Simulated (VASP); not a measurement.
Here is the system:

```xyz
2
Lattice="0.0000 3.2250 3.2250 3.2250 0.0000 3.2250 3.2250 3.2250 0.0000" Properties=species:S:1:pos:R:3 pbc="T T T"
Ba     0.0000     0.0000     0.0000
S      3.2250     3.2250     3.2250
```

These are PW91 GGA, VASP's PBE PAW potentials (set 64) (plane waves; VASP) values and carry that method's errors. Settings: 520 eV cut-off, Gaussian smearing of 0.050 eV, potentials Ba_sv S.

Unless said otherwise, spin-orbit coupling is left out, though it shifts the bands of the heavy elements here.

### Question
Predict the band gap (along the path) with the smallest direct gap where there is one.

### Answer

The band gap (along the path) is 2.14 eV and the smallest direct gap (along the path) is 2.29 eV.

The absolute energy has meaning only against runs of the same code, potentials and settings.

The compound is BaS in the rock salt structure. It was relaxed first.
